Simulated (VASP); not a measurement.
All values below come from RPBE GGA, VASP's PBE PAW potentials (set 64) (plane waves; VASP 6.6.1).

VASP ran on this input.

**INCAR**
```
LWAVE = .FALSE.
ENCUT = 520   # plane-wave cut-off (eV)
ISMEAR = 0   # Gaussian
LASPH = .TRUE.
SIGMA = 0.01   # width (eV)
ISYM = 0
ISPIN = 2   # spin-polarised
EDIFF = 1E-6   # SCF stop (eV)
MAGMOM = 2
LMAXMIX = 4
SYSTEM = Ge atom
NUPDOWN = 2
LREAL = .FALSE.   # projection in real space or not
GGA = RP   # RPBE
ALGO = All   # all-band CG
PREC = Normal
LCHARG = .FALSE.
LORBIT = 10
NELM = 200   # most electronic steps
```

POSCAR:
```
Ge atom
13.0
  0.9230769231   0.0000000000   0.0000000000
  0.0000000000   0.9615384615   0.0000000000
  0.0000000000   0.0000000000   1.0000000000
Ge
1
Direct
  0.0000000000   0.0000000000   0.0000000000
```

**KPOINTS**
```
Automatic mesh
0
Gamma
1 1 1
0 0 0
```

POTCAR, in this order: Ge_d (PBE.64 set). Program: vasp_gam. Read from the step before: WAVECAR.

What VASP printed:

OUTCAR:
```
 ion  position               nearest neighbor table
   1  0.000  0.000  0.000-
 Subroutine IBZKPT returns following result:
 Found      1 irreducible k-points:

 Following reciprocal coordinates:
            Coordinates               Weight
  0.000000  0.000000  0.000000      1.000000
   k-points           NKPTS =      1   k-points in BZ     NKDIM =      1   number of bands    NBANDS=     12
   number of dos      NEDOS =    301   number of ions     NIONS =      1
   total plane-waves  NPLWV = 392000
   dimension x,y,z NGX =    70 NGY =   70 NGZ =   80
   dimension x,y,z NGXF=   140 NGYF=  140 NGZF=  160
   ions per type =               1
   PREC   = normal    normal or accurate (medium, high low for compatibility)
   ISTART =      1    job   : 0-new  1-cont  2-samecut
   ICHARG =      0    charge: 1-file 2-atom 10-const
   ISPIN  =      2    spin polarized calculation?
   LNONCOLLINEAR =      F non collinear calculations
   LSORBIT =      F    spin-orbit coupling
   INIWAV =      1    electr: 0-lowe 1-rand  2-diag
   ENCUT  =  520.0 eV  38.22 Ry    6.18 a.u.  22.31 23.24 24.17*2*pi/ulx,y,z
   NELM   =    200;   NELMIN=  2; NELMDL=  0     # of ELM steps
   EDIFF  = 0.1E-05   stopping-criterion for ELM
   LREAL  =      F    real-space projection
   NLSPLINE    = F    spline interpolate recip. space projectors
   LMAXMIX     =    4 max onsite mixed and CHGCAR
   VOSKOWN=      0    Vosko Wilk Nusair interpolation
   EDIFFG = 0.1E-04   stopping-criterion for IOM
   NSW    =      0    number of steps for IOM
   NBLOCK =      1;   KBLOCK =      1    inner block; outer block
   IBRION =     -1    ionic relax: 0-MD 1-quasi-New 2-CG
   NFREE  =      0    steps in history (QN), initial steepest desc. (CG)
   ISIF   =      2    stress and relaxation
   ISYM   =      0    0-nonsym 1-usesym 2-fastsym
   TEIN   =    0.0    initial temperature
   TEBEG  =    0.0;   TEEND  =   0.0 temperature during run
   SMASS  =  -3.00    Nose mass-parameter (am)
   PSTRESS=    0.0 pullay stress
   NELECT =      14.0000    total number of electrons
   EFERMI =   0.00;   METHOD = LEGACY
   ISMEAR =     0;   SIGMA  =   0.01  broadening in eV -4-tet -1-fermi 0-gaus
   IALGO  =     58    algorithm
   LDIAG  =      T    sub-space diagonalisation (order eigenvalues)
   IMIX   =      4    mixing-type and parameters
     AMIX     =   0.40;   BMIX     =  1.00
     AMIX_MAG =   1.60;   BMIX_MAG =  1.00
     AMIN     =   0.10
   GGA     = RP    functional components
   VOSKOWN =     0    Vosko Wilk Nusair interpolation
   LHFCALC =     F    Hartree Fock is set to
   LHFONE  =     F    Hartree Fock one center treatment
   AEXX    =    0.0000 exact exchange contribution
   IVDW    =     0    specifies the selected vdW correction
   LEPSILON=     F    determine dielectric tensor
   LRPA    =     F    only Hartree local field effects (RPA)
  energy-cutoff  :      520.00
  volume of cell :     1950.00
      direct lattice vectors                 reciprocal lattice vectors
    12.000000000  0.000000000  0.000000000     0.083333333  0.000000000  0.000000000
     0.000000000 12.500000000  0.000000000     0.000000000  0.080000000  0.000000000
     0.000000000  0.000000000 13.000000000     0.000000000  0.000000000  0.076923077
 k-point     1 :   0.0000 0.0000 0.0000  plane waves:   26244
 maximum number of plane-waves:     26244
```

**OSZICAR**
```
       N       E                     dE             d eps       ncg     rms           ort
SDA:   1    -0.801638539423E+00   -0.80164E+00    0.00000E+00    12   0.964E-02   0.000E+00
CGA:   2    -0.804030051380E+00   -0.23915E-02   -0.23995E-02    12   0.590E-02  -0.146E-03
CGA:   3    -0.805002778368E+00   -0.97273E-03   -0.96895E-03    12   0.169E-02  -0.129E-03
SDA:   4    -0.805607358183E+00   -0.60458E-03   -0.73757E-03    12   0.167E-02  -0.766E-03
SDA:   5    -0.806371430089E+00   -0.76407E-03   -0.77223E-03    12   0.312E-02  -0.106E-02
SDA:   6    -0.811639610220E+00   -0.52682E-02   -0.52359E-02    12   0.599E-01  -0.877E-02
 trl   7    -0.801139003477E+00    0.10501E-01   -0.26083E-01    12   0.599E-01  -0.137E+00
SDA:   8    -0.839388878952E+00   -0.27749E-01   -0.26083E-01    12   0.479E-01  -0.374E-01
CGA:   9    -0.850596930748E+00   -0.11208E-01   -0.94309E-02    12   0.884E-02  -0.590E-02
CGA:  10    -0.853041302143E+00   -0.24444E-02   -0.24447E-02    12   0.122E-02  -0.721E-05
CGA:  11    -0.853404447003E+00   -0.36314E-03   -0.36313E-03    12   0.285E-03  -0.573E-05
CGA:  12    -0.853508960169E+00   -0.10451E-03   -0.10436E-03    12   0.416E-04   0.226E-05
CGA:  13    -0.853525394623E+00   -0.16434E-04   -0.16416E-04    12   0.162E-04   0.212E-06
CGA:  14    -0.853532453520E+00   -0.70589E-05   -0.71184E-05    12   0.490E-05  -0.492E-06
CGA:  15    -0.853534449078E+00   -0.19956E-05   -0.19711E-05    12   0.265E-05   0.284E-06
CGA:  16    -0.853537165985E+00   -0.27169E-05   -0.30069E-05    12   0.592E-05  -0.395E-06
CGA:  17    -0.853542440330E+00   -0.52743E-05   -0.52490E-05    12   0.122E-04   0.398E-07
CGA:  18    -0.853559182985E+00   -0.16743E-04   -0.17067E-04    12   0.430E-04  -0.516E-06
SDA:  19    -0.853586624776E+00   -0.27442E-04   -0.38148E-04    12   0.162E-03  -0.279E-04
CGA:  20    -0.853654148068E+00   -0.67523E-04   -0.67671E-04    12   0.362E-04   0.485E-06
CGA:  21    -0.853676611942E+00   -0.22464E-04   -0.22493E-04    12   0.241E-04  -0.802E-06
CGA:  22    -0.853687326036E+00   -0.10714E-04   -0.10779E-04    12   0.838E-05   0.405E-06
CGA:  23    -0.853692119149E+00   -0.47931E-05   -0.47931E-05    12   0.409E-05   0.314E-08
CGA:  24    -0.853695076104E+00   -0.29570E-05   -0.29611E-05    12   0.492E-05  -0.254E-07
CGA:  25    -0.853703358488E+00   -0.82824E-05   -0.79463E-05    12   0.178E-04   0.352E-06
CGA:  26    -0.853730591492E+00   -0.27233E-04   -0.32357E-04    12   0.845E-04  -0.335E-05
CGA:  27    -0.853744073886E+00   -0.13482E-04   -0.13371E-04    12   0.132E-03   0.209E-04
SDA:  28    -0.853773053391E+00   -0.28980E-04   -0.28686E-04    12   0.175E-03   0.350E-04
CGA:  29    -0.853867199001E+00   -0.94146E-04   -0.94760E-04    12   0.450E-04   0.145E-05
CGA:  30    -0.853895589941E+00   -0.28391E-04   -0.28385E-04    12   0.195E-04  -0.345E-06
CGA:  31    -0.853904203791E+00   -0.86139E-05   -0.86672E-05    12   0.718E-05   0.212E-06
CGA:  32    -0.853909315789E+00   -0.51120E-05   -0.51146E-05    12   0.485E-05  -0.422E-07
CGA:  33    -0.853912806710E+00   -0.34909E-05   -0.34886E-05    12   0.444E-05   0.357E-07
CGA:  34    -0.853917591255E+00   -0.47845E-05   -0.47360E-05    12   0.688E-05   0.131E-06
CGA:  35    -0.853928622730E+00   -0.11031E-04   -0.11287E-04    12   0.225E-04  -0.211E-06
CGA:  36    -0.853963197801E+00   -0.34575E-04   -0.37483E-04    12   0.671E-04  -0.275E-05
CGA:  37    -0.853989006223E+00   -0.25808E-04   -0.22786E-04    12   0.752E-04   0.111E-04
CGA:  38    -0.854021872072E+00   -0.32866E-04   -0.30236E-04    12   0.796E-04   0.960E-05
CGA:  39    -0.854051972361E+00   -0.30100E-04   -0.28041E-04    12   0.815E-04   0.729E-05
CGA:  40    -0.854079324094E+00   -0.27352E-04   -0.27098E-04    12   0.720E-04   0.376E-05
CGA:  41    -0.854103748886E+00   -0.24425E-04   -0.25608E-04    12   0.546E-04  -0.131E-07
CGA:  42    -0.854121212855E+00   -0.17464E-04   -0.17010E-04    12   0.331E-04  -0.574E-06
CGA:  43    -0.854132196330E+00   -0.10983E-04   -0.10308E-04    12   0.234E-04  -0.538E-06
CGA:  44    -0.854139840562E+00   -0.76442E-05   -0.73273E-05    12   0.167E-04   0.178E-06
CGA:  45    -0.854144672771E+00   -0.48322E-05   -0.48653E-05    12   0.107E-04   0.753E-06
CGA:  46    -0.854147803008E+00   -0.31302E-05   -0.32566E-05    12   0.689E-05   0.661E-06
CGA:  47    -0.854149885764E+00   -0.20828E-05   -0.21774E-05    12   0.429E-05   0.376E-06
CGA:  48    -0.854151176577E+00   -0.12908E-05   -0.13382E-05    12   0.267E-05   0.171E-06
CGA:  49    -0.854151965778E+00   -0.78920E-06   -0.80362E-06    12   0.161E-05   0.539E-07
   1 F= -.85415197E+00 E0= -.85415197E+00  d E =-.315795E-16  mag=     2.0000
```

OUTCAR:
```
------------------------ aborting loop because EDIFF is reached ----------------------------------------
  FORCE on cell =-STRESS in cart. coord.  units (eV):
  Direction    XX          YY          ZZ          XY          YZ          ZX
  --------------------------------------------------------------------------------------
  Total       -0.0083374     -0.0148673     -0.0114940     -0.0017060      0.0015416      0.0004100
  in kB       -0.0068502     -0.0122154     -0.0094438     -0.0014017      0.0012666      0.0003369
  external PRESSURE =      -0.0095032 kB  Pullay stress =       0.0000000 kB
  volume of cell :     1950.00
      direct lattice vectors                 reciprocal lattice vectors
    12.000000000  0.000000000  0.000000000     0.083333333  0.000000000  0.000000000
     0.000000000 12.500000000  0.000000000     0.000000000  0.080000000  0.000000000
     0.000000000  0.000000000 13.000000000     0.000000000  0.000000000  0.076923077
 POSITION                                       TOTAL-FORCE (eV/Angst)
 -----------------------------------------------------------------------------------
      0.00000      0.00000      0.00000         0.000002     -0.000010      0.000007
 -----------------------------------------------------------------------------------
    total drift:                                0.000002     -0.000010      0.000007
  FREE ENERGIE OF THE ION-ELECTRON SYSTEM (eV)
  ---------------------------------------------------
  free  energy   TOTEN  =        -0.8541519658 eV

  energy  without entropy=       -0.8541519658  energy(sigma->0) =       -0.85415197

 total charge

# of ion       s       p       d       tot
------------------------------------------
    1        1.313   0.757   9.956  12.025

 magnetization (x)

# of ion       s       p       d       tot
------------------------------------------
    1        0.004   0.757  -0.001   0.760
```
(Selected blocks of OUTCAR.)

**OUTCAR**
```
 val. band max:       -4.2548825386   @ k =   0.0000   0.0000   0.0000

 cond. band min:      -4.0318973640   @ k =   0.0000   0.0000   0.0000


 Fermi energy:        -4.1974584945

 spin component 1

 k-point     1 :       0.0000    0.0000    0.0000
  band No.  band energies     occupation
      1     -29.1587      1.00000
      2     -29.0917      1.00000
      3     -29.0917      1.00000
      4     -28.8613      1.00000
      5     -28.8613      1.00000
      6     -11.9766      1.00000
      7      -4.2550      1.00000
      8      -4.2549      1.00000
      9      -4.0319      0.00000
     10      -0.6308      0.00000
     11       0.4979      0.00000
     12       0.8632      0.00000

 Fermi energy:       -10.4139813272

 spin component 2

 k-point     1 :       0.0000    0.0000    0.0000
  band No.  band energies     occupation
      1     -29.0978      1.00000
      2     -28.9867      1.00000
      3     -28.9867      1.00000
      4     -28.6663      1.00000
      5     -28.6663      1.00000
      6     -10.5125      1.00000
      7      -3.3178      0.00000
      8      -2.4147      0.00000
      9      -2.4144      0.00000
     10      -0.0396      0.00000
     11       0.9446      0.00000
     12       0.9777      0.00000
```

The atom may not be in its lowest state.

The cell is a free atom in a box.
